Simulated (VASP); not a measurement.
Runs of VASP 6.6.1 on TaTl. Symmetry: Pm-3m, No. 221, cubic system. The conventional cell has a = 3.622 Å, b = 3.622 Å, c = 3.622 Å, α = 90.00°, β = 90.00°, γ = 90.00°. Ta (site symmetry m-3m) has 8 Tl at 3.14 Å as nearest neighbours. Around Tl (site symmetry m-3m) lie 8 Ta at 3.14 Å. The cell was built by a generator and needn't be a form met in nature.

```csv
task,level,potentials or basis,spin,cell,k mesh,cutoff (eV),pressure (GPa)
band structure,LDA,"VASP PAW LDA potentials, release 64 (Ta_pv, Tl_d)",off,as given,5 × 5 × 5,520,-19.7
relaxation of cell and atoms,LDA,"VASP PAW LDA potentials, release 64 (Ta_pv, Tl_d)","SOC, no magnetisation",relaxed,5 × 5 × 5,600,0.0
band structure,PBE,"VASP PAW PBE potentials, release 64 (Ta_sv_GW, Tl_d_GW)",off,as given,7 × 7 × 7,600,(a)
single point,PBE,"VASP PAW PBE potentials, release 64 (Ta_pv, Tl_d)",off,as given,7 × 7 × 7,520,-13.5
band structure,PBE,"VASP PAW PBE potentials, release 54 (Ta, Tl)",off,as given,7 × 7 × 7,600,-13.3
```

Alike in all rows: smearing fermi-dirac 0.05 eV.

Fill in the values left out.

(a) -13.6.

Not every run made on this cell is shown here.
